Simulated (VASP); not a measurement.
The input files of a VASP run:

**INCAR**
```
SYSTEM = KF
PREC = Accurate; ENCUT = 520; LREAL = F
LASPH = T
EDIFF = 1E-6; NELM = 100; ALGO = Normal
ISMEAR = 0; SIGMA = 0.05
GGA = PE
ISIF = 2
LWAVE = F; LCHARG = F
```

**KPOINTS**
```
K-points
0
gamma
 6 6 6
0 0 0
```

**POSCAR**
```
KF
1
    0.0000000000     2.7285000000     2.7285000000
    2.7285000000     0.0000000000     2.7285000000
    2.7285000000     2.7285000000     0.0000000000
K F
1 1
Direct
  0.0000000000   0.0000000000   0.0000000000
  0.5000000000   0.5000000000   0.5000000000
```

POTCAR, in this order: K_sv F (PBE.64 set). Program: vasp_std.

Q: Translate this PBE calculation to Quantum ESPRESSO's pw.x.

A: One equivalent input (not run):
```
&CONTROL
  calculation = 'scf'
  pseudo_dir = './pseudo'
  outdir = './out'
  tprnfor = .true.
  tstress = .true.
/
&SYSTEM
  ibrav = 0
  nat = 2
  ntyp = 2
  ecutwfc = 84
  occupations = 'smearing'
  smearing = 'gaussian'
  degauss = 0.003675
  input_dft = 'pbe'
/
&ELECTRONS
  conv_thr = 7.3e-08
  electron_maxstep = 100
/
ATOMIC_SPECIES
  K 39.098 K.upf
  F 18.998 F.upf
CELL_PARAMETERS angstrom
     0.0000000    2.7285000    2.7285000
     2.7285000    0.0000000    2.7285000
     2.7285000    2.7285000    0.0000000
ATOMIC_POSITIONS crystal
  K    0.0000000  0.0000000  0.0000000
  F    0.5000000  0.5000000  0.5000000
K_POINTS automatic
  6 6 6 0 0 0
```
What does not carry over: the potentials are each code's own (VASP's PAW set, PseudoDojo norm-conserving files in pw.x), so ENCUT and ecutwfc are chosen apart and not converted; conv_thr bounds pw.x's estimated SCF error, while EDIFF bounds the energy change between steps.

The compound is KF in the rock salt structure. The cell was not relaxed at this level.
